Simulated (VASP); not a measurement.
**LiLaTeS: structure and properties in VASP**

Aim: relax LiLaTeS, then compute properties on the relaxed cell. The steps: rough relaxation of the start cell, full relaxation (LDA), single point with fields (LDA), bands along the symmetry lines (LDA), density of states (LDA), volume scan with LDA, fit for LDA and self-consistent run (LDA), changed input. The cell is invented: it takes the structure of a Materials Project entry for LiPrS2 (space group 123 there), with some of its atoms replaced by other elements, volume scaled by an estimate. It may not be a known or stable phase.

Method: LDA; plane waves and PAW (La, Te, S, Li_sv), in VASP 6.6.1.

### 1. The structure

Before any relaxation, the start is as follows. Symmetry: P4/mmm, No. 123, tetragonal system. Conventional cell: a = 4.262 Å, b = 4.262 Å, c = 5.794 Å, α = 90.00°, β = 90.00°, γ = 90.00°. Nearest to La lie 2 Te at 2.90 Å and 4 S at 3.01 Å. Te has 2 La at 2.90 Å and 4 Li at 3.01 Å nearest. Nearest to S lie 2 Li at 2.90 Å and 4 La at 3.01 Å. Li has 2 S at 2.90 Å and 4 Te at 3.01 Å nearest. It derives from LiPrS2. it takes the structure of a Materials Project entry for LiPrS2 (space group 123 there), with some of its atoms replaced by other elements, volume scaled by an estimate. Farther neighbours and most contacts between anions are not listed.

Coordinates:

```xyz
4
Lattice="4.2615 0.0000 0.0000 0.0000 4.2615 0.0000 0.0000 0.0000 5.7935" Properties=species:S:1:pos:R:3 pbc="T T T"
La    2.1308    2.1308    2.8968
Te    2.1308    2.1308    0.0000
S     0.0000    0.0000    2.8968
Li    0.0000    0.0000    0.0000
```

### 2. Rough relaxation of the start cell

The start is only an estimate, so a cheap relaxation brings it near a minimum before any careful run. LDA, the lowest rung, knows the local density alone.

INCAR reads:

```
SYSTEM = LiLaTeS
PREC = Normal
ENCUT = 650
EDIFF = 1E-05
NELM = 60
ISMEAR = -1
SIGMA = 0.05
LREAL = .FALSE.
ALGO = Fast
GGA = CA
NBANDS = 19
LORBIT = 11
LWAVE = .FALSE.
LCHARG = .FALSE.
KPAR = 2
IBRION = 2
NSW = 40
ISIF = 3
EDIFFG = -0.04
```

POSCAR reads:

```
LiLaTeS
1.0
    4.2615140000      0.0000000000      0.0000000000
    0.0000000000      4.2615140000      0.0000000000
    0.0000000000      0.0000000000      5.7935460000
La Te S Li
1 1 1 1
Direct
    0.5000000000      0.5000000000      0.5000000000
    0.5000000000      0.5000000000      0.0000000000
    0.0000000000      0.0000000000      0.5000000000
    0.0000000000      0.0000000000      0.0000000000
```

KPOINTS reads:

```
Automatic mesh
0
Gamma
4 4 3
0 0 0
```

Potentials, in the order of the species: La, Te, S and Li_sv (LDA family, release 64).

Started as:

```console
$ mpirun -np 2 vasp_std
```

The log of the run:

```text
[banner, memory and clock lines left out]
running    2 mpi-ranks, on    1 nodes
 distrk:  each k-point on    1 cores,    2 groups
 distr:  one band on    1 cores,    1 groups

 POSCAR found type information on POSCAR LaTeS Li
 POSCAR found :  4 types and       4 ions
 LDA part: xc-table for (Slater(with rela. corr.)+CA(PZ))
 , standard interpolation
 POSCAR, INCAR and KPOINTS ok, starting setup
 FFT: planning ... GRIDC
 FFT: planning ... GRID_SOFT
 FFT: planning ... GRID
 WAVECAR not read
 entering main loop
       N       E                     dE             d eps       ncg     rms          rms(c)
DAV:   1     0.231740741490E+03    0.23174E+03   -0.10853E+04   456   0.186E+03
DAV:   2     0.260659681884E+02   -0.20567E+03   -0.19533E+03   603   0.284E+02
DAV:   3    -0.191994521849E+02   -0.45265E+02   -0.41729E+02   734   0.143E+02
DAV:   4    -0.221813138271E+02   -0.29819E+01   -0.29734E+01   765   0.401E+01
DAV:   5    -0.223717266165E+02   -0.19041E+00   -0.19031E+00   720   0.851E+00    0.556E+00
RMM:   6    -0.219622122265E+02    0.40951E+00   -0.92945E-01   647   0.570E+00    0.351E+00
RMM:   7    -0.219190467442E+02    0.43165E-01   -0.93577E-01   678   0.487E+00    0.145E+00
RMM:   8    -0.219152390234E+02    0.38077E-02   -0.23217E-01   693   0.301E+00    0.423E-01
RMM:   9    -0.219097759977E+02    0.54630E-02   -0.53501E-02   712   0.169E+00    0.187E-01
RMM:  10    -0.219117587433E+02   -0.19827E-02   -0.22216E-02   744   0.897E-01    0.229E-01
RMM:  11    -0.219111732563E+02    0.58549E-03   -0.87006E-03   735   0.744E-01    0.109E-01
RMM:  12    -0.219116734893E+02   -0.50023E-03   -0.81778E-03   737   0.693E-01    0.762E-02
RMM:  13    -0.219117888363E+02   -0.11535E-03   -0.33630E-03   711   0.528E-01    0.649E-02
RMM:  14    -0.219119861159E+02   -0.19728E-03   -0.34717E-03   695   0.517E-01    0.155E-02
RMM:  15    -0.219121418181E+02   -0.15570E-03   -0.20241E-03   690   0.462E-01    0.310E-02
RMM:  16    -0.219122177083E+02   -0.75890E-04   -0.16249E-03   678   0.451E-01    0.198E-02
RMM:  17    -0.219122459542E+02   -0.28246E-04   -0.88033E-04   633   0.417E-01    0.211E-02
RMM:  18    -0.219122176247E+02    0.28329E-04   -0.33269E-04   600   0.403E-01    0.192E-02
RMM:  19    -0.219122261879E+02   -0.85632E-05   -0.73671E-04   604   0.393E-01    0.205E-02
RMM:  20    -0.219121432600E+02    0.82928E-04    0.13948E-04   594   0.384E-01    0.196E-02
RMM:  21    -0.219120618728E+02    0.81387E-04    0.77429E-05   575   0.367E-01    0.213E-02
RMM:  22    -0.219119330209E+02    0.12885E-03    0.49591E-04   582   0.364E-01    0.233E-02
RMM:  23    -0.219118087119E+02    0.12431E-03    0.37540E-04   568   0.359E-01    0.245E-02
RMM:  24    -0.219116377267E+02    0.17099E-03    0.77514E-04   570   0.359E-01    0.275E-02
RMM:  25    -0.219114720210E+02    0.16571E-03    0.63383E-04   563   0.354E-01    0.301E-02
RMM:  26    -0.219112543497E+02    0.21767E-03    0.10384E-03   565   0.359E-01    0.297E-02
RMM:  27    -0.219110420950E+02    0.21225E-03    0.86423E-04   565   0.356E-01    0.270E-02
RMM:  28    -0.219107977259E+02    0.24437E-03    0.10694E-03   554   0.363E-01    0.248E-02
RMM:  29    -0.219105277796E+02    0.26995E-03    0.11603E-03   555   0.363E-01    0.245E-02
RMM:  30    -0.219101967296E+02    0.33105E-03    0.16588E-03   548   0.356E-01    0.244E-02
[...]
RMM:  49    -0.218904641412E+02    0.22631E-02    0.10415E-02   447   0.545E-01    0.383E-02
RMM:  50    -0.218878841490E+02    0.25800E-02    0.12190E-02   458   0.570E-01    0.403E-02
RMM:  51    -0.218850944940E+02    0.27897E-02    0.12750E-02   441   0.584E-01    0.414E-02
RMM:  52    -0.218819306854E+02    0.31638E-02    0.14781E-02   439   0.614E-01    0.438E-02
RMM:  53    -0.218785041023E+02    0.34266E-02    0.15530E-02   443   0.637E-01    0.462E-02
RMM:  54    -0.218746352730E+02    0.38688E-02    0.17851E-02   439   0.673E-01    0.484E-02
RMM:  55    -0.218704417698E+02    0.41935E-02    0.18811E-02   445   0.681E-01    0.512E-02
RMM:  56    -0.218657336598E+02    0.47081E-02    0.21406E-02   434   0.711E-01    0.539E-02
RMM:  57    -0.218606295677E+02    0.51041E-02    0.22595E-02   425   0.731E-01    0.563E-02
RMM:  58    -0.218549319586E+02    0.56976E-02    0.25460E-02   452   0.764E-01    0.597E-02
RMM:  59    -0.218487644682E+02    0.61675E-02    0.26845E-02   439   0.791E-01    0.622E-02
RMM:  60    -0.218419238500E+02    0.68406E-02    0.29930E-02   428   0.830E-01
|                                                                             |
|           W    W    AA    RRRRR   N    N  II  N    N   GGGG   !!!           |
|           W    W   A  A   R    R  NN   N  II  NN   N  G    G  !!!           |
|           W    W  A    A  R    R  N N  N  II  N N  N  G       !!!           |
|           W WW W  AAAAAA  RRRRR   N  N N  II  N  N N  G  GGG   !            |
|           WW  WW  A    A  R   R   N   NN  II  N   NN  G    G                |
|           W    W  A    A  R    R  N    N  II  N    N   GGGG   !!!           |
|                                                                             |
|     The electronic self-consistency was not achieved in the given           |
|     number of steps (NELM). The forces and other quantities evaluated       |
|     might not be reliable so examine the results carefully. If you find     |
|     spurious results, we suggest increasing NELM, if you were close to      |
|     convergence or switching to a different ALGO or adjusting the           |
|     density mixing parameters otherwise.                                    |
|                                                                             |

   1 F= -.21841924E+02 E0= -.21840488E+02  d E =-.218419E+02
 curvature:   0.00 expect dE= 0.000E+00 dE for cont linesearch  0.000E+00
 trial: gam= 0.00000 g(F)=  0.000E+00 g(S)=  0.802E+00 ort = 0.000E+00 (trialstep = 0.100E+01)
 search vector abs. value=  0.802E+00
 bond charge predicted
       N       E                     dE             d eps       ncg     rms          rms(c)
DAV:   1    -0.242381409872E+02   -0.23894E+01   -0.71123E+01   651   0.113E+02    0.610E+00
RMM:   2    -0.226755235329E+02    0.15626E+01   -0.33311E+00   614   0.149E+01    0.290E+00
RMM:   3    -0.223059689518E+02    0.36955E+00   -0.11372E+00   637   0.749E+00    0.129E+00
RMM:   4    -0.222530046327E+02    0.52964E-01   -0.45964E-01   645   0.482E+00    0.465E-01
RMM:   5    -0.222544569261E+02   -0.14523E-02   -0.74227E-02   684   0.241E+00    0.203E-01
RMM:   6    -0.222563442193E+02   -0.18873E-02   -0.27892E-02   726   0.126E+00    0.147E-01
RMM:   7    -0.222563047245E+02    0.39495E-04   -0.69042E-03   724   0.993E-01    0.611E-02
RMM:   8    -0.222559340061E+02    0.37072E-03   -0.23420E-03   699   0.842E-01    0.262E-02
RMM:   9    -0.222551125634E+02    0.82144E-03    0.13238E-03   689   0.791E-01    0.163E-02
RMM:  10    -0.222541335152E+02    0.97905E-03    0.22622E-03   657   0.755E-01    0.137E-02
RMM:  11    -0.222526888928E+02    0.14446E-02    0.58903E-03   599   0.745E-01    0.782E-03
RMM:  12    -0.222512466738E+02    0.14422E-02    0.50074E-03   591   0.739E-01    0.958E-03
RMM:  13    -0.222492504141E+02    0.19963E-02    0.93941E-03   559   0.747E-01    0.138E-02
RMM:  14    -0.222472657251E+02    0.19847E-02    0.81900E-03   545   0.742E-01    0.138E-02
RMM:  15    -0.222447093665E+02    0.25564E-02    0.12567E-02   540   0.752E-01    0.175E-02
RMM:  16    -0.222421033542E+02    0.26060E-02    0.11731E-02   531   0.754E-01    0.192E-02
RMM:  17    -0.222389200940E+02    0.31833E-02    0.15890E-02   521   0.771E-01    0.234E-02
RMM:  18    -0.222356503786E+02    0.32697E-02    0.15125E-02   518   0.784E-01    0.247E-02
RMM:  19    -0.222317479171E+02    0.39025E-02    0.19510E-02   514   0.805E-01    0.283E-02
RMM:  20    -0.222277021480E+02    0.40458E-02    0.18960E-02   497   0.821E-01    0.314E-02
RMM:  21    -0.222229613673E+02    0.47408E-02    0.23576E-02   509   0.851E-01    0.357E-02
RMM:  22    -0.222180433769E+02    0.49180E-02    0.22950E-02   485   0.866E-01    0.398E-02
RMM:  23    -0.222123267302E+02    0.57166E-02    0.28154E-02   487   0.900E-01    0.448E-02
RMM:  24    -0.222063933017E+02    0.59334E-02    0.27439E-02   495   0.927E-01    0.485E-02
RMM:  25    -0.221995468161E+02    0.68465E-02    0.33268E-02   487   0.955E-01    0.535E-02
RMM:  26    -0.221924523712E+02    0.70944E-02    0.32321E-02   476   0.986E-01    0.586E-02
RMM:  27    -0.221843137045E+02    0.81387E-02    0.38889E-02   473   0.103E+00    0.651E-02
RMM:  28    -0.221758997389E+02    0.84140E-02    0.37609E-02   467   0.106E+00    0.713E-02
RMM:  29    -0.221663021393E+02    0.95976E-02    0.44936E-02   463   0.111E+00    0.786E-02
RMM:  30    -0.221564162308E+02    0.98859E-02    0.43127E-02   438   0.114E+00    0.857E-02
[...]
RMM:  49    -0.217807623663E+02    0.29964E-01    0.89392E-02   419   0.221E+00    0.356E-01
RMM:  50    -0.217519648210E+02    0.28798E-01    0.66214E-02   432   0.227E+00    0.377E-01
RMM:  51    -0.217200953877E+02    0.31869E-01    0.86588E-02   441   0.237E+00    0.399E-01
RMM:  52    -0.216895905776E+02    0.30505E-01    0.61014E-02   434   0.242E+00    0.421E-01
RMM:  53    -0.216558833499E+02    0.33707E-01    0.82513E-02   444   0.251E+00    0.444E-01
RMM:  54    -0.216236764464E+02    0.32207E-01    0.55275E-02   424   0.258E+00    0.467E-01
RMM:  55    -0.215881349891E+02    0.35541E-01    0.77883E-02   433   0.266E+00    0.492E-01
RMM:  56    -0.215541848610E+02    0.33950E-01    0.49564E-02   452   0.273E+00    0.516E-01
RMM:  57    -0.215167874564E+02    0.37397E-01    0.73143E-02   445   0.282E+00    0.546E-01
RMM:  58    -0.214810927796E+02    0.35695E-01    0.43680E-02   460   0.289E+00    0.573E-01
RMM:  59    -0.214417823844E+02    0.39310E-01    0.68578E-02   421   0.299E+00    0.598E-01
RMM:  60    -0.214043401989E+02    0.37442E-01    0.37749E-02   446   0.307E+00
|                                                                             |
|           W    W    AA    RRRRR   N    N  II  N    N   GGGG   !!!           |
|           W    W   A  A   R    R  NN   N  II  NN   N  G    G  !!!           |
|           W    W  A    A  R    R  N N  N  II  N N  N  G       !!!           |
|           W WW W  AAAAAA  RRRRR   N  N N  II  N  N N  G  GGG   !            |
|           WW  WW  A    A  R   R   N   NN  II  N   NN  G    G                |
|           W    W  A    A  R    R  N    N  II  N    N   GGGG   !!!           |
|                                                                             |
|     The electronic self-consistency was not achieved in the given           |
|     number of steps (NELM). The forces and other quantities evaluated       |
|     might not be reliable so examine the results carefully. If you find     |
|     spurious results, we suggest increasing NELM, if you were close to      |
|     convergence or switching to a different ALGO or adjusting the           |
|     density mixing parameters otherwise.                                    |
|                                                                             |

   2 F= -.21404340E+02 E0= -.21400959E+02  d E =0.437584E+00
[...]
|     The electronic self-consistency was not achieved in the given           |
[... from here on, the cycles between the ionic steps are left out ...]
   3 F= -.22214080E+02 E0= -.22210774E+02  d E =-.372157E+00
   4 F= -.22277262E+02 E0= -.22273941E+02  d E =-.435338E+00
   5 F= -.22277911E+02 E0= -.22274560E+02  d E =-.435987E+00
   6 F= -.22296177E+02 E0= -.22293098E+02  d E =-.182657E-01
   7 F= -.22303351E+02 E0= -.22300207E+02  d E =-.254405E-01
   8 F= -.22302681E+02 E0= -.22299519E+02  d E =-.247705E-01
   9 F= -.22303051E+02 E0= -.22299898E+02  d E =-.251397E-01
  10 F= -.22303218E+02 E0= -.22300072E+02  d E =-.253076E-01
  11 F= -.22303262E+02 E0= -.22300119E+02  d E =-.253515E-01
 curvature:  -0.22 expect dE=-0.144E-02 dE for cont linesearch -0.161E-04
 ZBRENT: accuracy reached
 trial: gam=-0.04388 g(F)=  0.331E-63 g(S)=  0.645E-02 ort = 0.242E-02 (trialstep = 0.936E+00)
 search vector abs. value=  0.639E-02
 bond charge predicted
       N       E                     dE             d eps       ncg     rms          rms(c)
DAV:   1    -0.223199774775E+02   -0.16716E-01   -0.54712E-01   756   0.105E+01    0.523E-01
RMM:   2    -0.223101329710E+02    0.98445E-02   -0.17887E-02   622   0.111E+00    0.275E-01
RMM:   3    -0.223063430870E+02    0.37899E-02   -0.19132E-02   605   0.102E+00    0.111E-01
RMM:   4    -0.223064169408E+02   -0.73854E-04   -0.17880E-03   640   0.307E-01    0.843E-02
RMM:   5    -0.223064941210E+02   -0.77180E-04   -0.88462E-04   611   0.212E-01    0.632E-02
RMM:   6    -0.223064282658E+02    0.65855E-04   -0.34618E-04   583   0.144E-01    0.151E-02
RMM:   7    -0.223064402075E+02   -0.11942E-04   -0.13105E-04   495   0.862E-02    0.158E-02
RMM:   8    -0.223064445147E+02   -0.43072E-05   -0.51599E-05   401   0.832E-02
  12 F= -.22306445E+02 E0= -.22303309E+02  d E =-.318203E-02
 trial-energy change:   -0.003182  1 .order   -0.003042   -0.005940   -0.000143
 step:   0.9565(harm=  0.9595)  dis= 0.00000  next Energy=   -22.306446 (dE=-0.318E-02)
 reached required accuracy - stopping structural energy minimisation
```

Wall time 77 s (2 MPI ranks of Intel Xeon 6975P-C (Granite Rapids), shared host); peak memory 0.38 GiB; 2.5 min of CPU time.

The logs omit lines about the potential files and the build; timing stands in the text.

Parts of OUTCAR (step 2):

```text
ion  position               nearest neighbor table
   1  0.500  0.500  0.500-   2 2.90   2 2.90   3 3.01   3 3.01   3 3.01   3 3.01
   2  0.500  0.500  0.000-   1 2.90   1 2.90   4 3.01   4 3.01   4 3.01   4 3.01
   3  0.000  0.000  0.500-   1 3.01   1 3.01   1 3.01   1 3.01
   4  0.000  0.000  0.000-   2 3.01   2 3.01   2 3.01   2 3.01

  LATTYP: Found a simple tetragonal cell.
 ALAT       =     4.2615140000
 C/A-ratio  =     1.3595041574

 Subroutine GETGRP returns: Found 16 space group operations
 (whereof 16 operations were pure point group operations)

The static configuration has the point symmetry D_4h.

 Found     12 irreducible k-points:

   k-points           NKPTS =     12   k-points in BZ     NKDIM =     12   number of bands    NBANDS=     19

   dimension x,y,z NGX =    28 NGY =   28 NGZ =   36
   dimension x,y,z NGXF=    56 NGYF=   56 NGZF=   72

   ENCUT  =  650.0 eV  47.77 Ry    6.91 a.u.   8.86  8.86 12.04*2*pi/ulx,y,z

   NELECT =      26.0000    total number of electrons

 k-points in reciprocal lattice and weights: Automatic mesh
   0.00000000  0.00000000  0.00000000       0.021
   0.25000000  0.00000000  0.00000000       0.083
   0.50000000  0.00000000  0.00000000       0.042
   0.25000000  0.25000000  0.00000000       0.083
   0.50000000  0.25000000  0.00000000       0.083
   0.50000000  0.50000000  0.00000000       0.021
   0.00000000  0.00000000  0.33333333       0.042
   0.25000000  0.00000000  0.33333333       0.167
   0.50000000  0.00000000  0.33333333       0.083
   0.25000000  0.25000000  0.33333333       0.167
   0.50000000  0.25000000  0.33333333       0.167
   0.50000000  0.50000000  0.33333333       0.042

 average (electrostatic) potential at core
       1 -98.3076       2 -88.4831       3 -86.1326       4 -62.3861

 E-fermi :   5.5197

 k-point     1 :       0.0000    0.0000    0.0000
  band No.  band energies     occupation
    ...
     10       3.3868      2.00000
     11       4.6732      2.00000
     12       5.0485      1.99984
     13       5.0485      1.99984
     14       5.1018      1.99953
     15       7.5650      0.00000
     16       7.7771      0.00000
     17       7.9177      0.00000
     18       7.9177      0.00000
     19       8.0616      0.00000

 k-point     2 :       0.2500    0.0000    0.0000
  band No.  band energies     occupation
    ...
      9       2.2848      2.00000
     10       2.5105      2.00000
     11       3.5215      2.00000
     12       4.5348      2.00000
     13       5.3202      1.96363
     14       6.3548      0.00000
     15       7.3989      0.00000
     16       7.6832      0.00000
     17       7.7893      0.00000
     18       7.8418      0.00000
    ...

 k-point     3 :       0.5000    0.0000    0.0000
  band No.  band energies     occupation
    ...
      8       1.1815      2.00000
      9       1.8679      2.00000
     10       2.2466      2.00000
     11       2.4739      2.00000
     12       4.4111      2.00000
     13       5.6739      0.08754
     14       7.3835      0.00000
     15       7.4769      0.00000
     16       7.6395      0.00000
     17       7.7645      0.00000
    ...

  Total       -0.0968181     -0.0968181     -0.0550760      0.0000000      0.0000000      0.0000000
  in kB       -1.5107193     -1.5107193     -0.8593891      0.0000000      0.0000000      0.0000000
  external PRESSURE =      -1.2936092 kB  Pullay stress =       0.0000000 kB

  energy-cutoff  :      650.00
  volume of cell :      102.68
      direct lattice vectors                 reciprocal lattice vectors
     4.059605436 -0.000000000 -0.000000000     0.246329358 -0.000000000 -0.000000000
    -0.000000000  4.059605436 -0.000000000    -0.000000000  0.246329358 -0.000000000
     0.000000000  0.000000000  6.230398497     0.000000000  0.000000000  0.160503377

 POSITION                                       TOTAL-FORCE (eV/Angst)
 -----------------------------------------------------------------------------------
      2.02980      2.02980      3.11520         0.000000      0.000000      0.000000
      2.02980      2.02980      6.23040        -0.000000     -0.000000      0.000000
      4.05961      4.05961      3.11520         0.000000      0.000000      0.000000
      4.05961      4.05961      6.23040        -0.000000     -0.000000      0.000000
 -----------------------------------------------------------------------------------
    total drift:                                0.000000      0.000000      0.000000

  FREE ENERGIE OF THE ION-ELECTRON SYSTEM (eV)
  ---------------------------------------------------
  free  energy   TOTEN  =       -22.3064445147 eV

  energy  without entropy=      -22.3001725403  energy(sigma->0) =      -22.30330853

 reached required accuracy - stopping structural energy minimisation

 total charge
# of ion       s       p       d       f       tot
--------------------------------------------------
    1        2.035   5.660   0.654   0.194   8.544
    2        1.356   2.147   0.009   0.000   3.513
    3        1.328   2.427   0.000   0.000   3.756
    4        2.009   0.051   0.000   0.000   2.060
--------------------------------------------------
tot          6.728  10.286   0.664   0.194  17.872

[... 3 further parts left out ...]
```

CONTCAR:

```
LiLaTeS
   1.00000000000000
     4.0596054362312533   -0.0000000000000000   -0.0000000000000000
    -0.0000000000000000    4.0596054362312533   -0.0000000000000000
     0.0000000000000000    0.0000000000000000    6.2303984974160400
  La              Te              S               Li
     1     1     1     1
Direct
     0.5000000000000000    0.5000000000000000    0.5000000000000000
     0.5000000000000000    0.5000000000000000    1.0000000000000000
     1.0000000000000000    1.0000000000000000    0.5000000000000000
     1.0000000000000000    1.0000000000000000    1.0000000000000000
```

The k-mesh is coarse for a metal. This relaxation is a rough one on cheap settings, only to bring the start near its minimum. The run keeps the 16 symmetry operations of its start, so it cannot find a distortion of lower symmetry.

(Part 1 of 5 ends here.)

[Lines on the potential files, build, host, timing and source positions are cut from VASP's logs without a mark.]

[Logs are printed without paths, hosts, clocks, repeated set-up lines and the standing remarks that a program may print on its own settings, such as how far it seeks lower states.]

[Hosts, paths, dates, database ids (printed as entryN), source tags and the programs' standing remarks are cut or masked in the printed files.]

[A measured line is paired with the nearest computed mode of its activity, which favours agreement.]
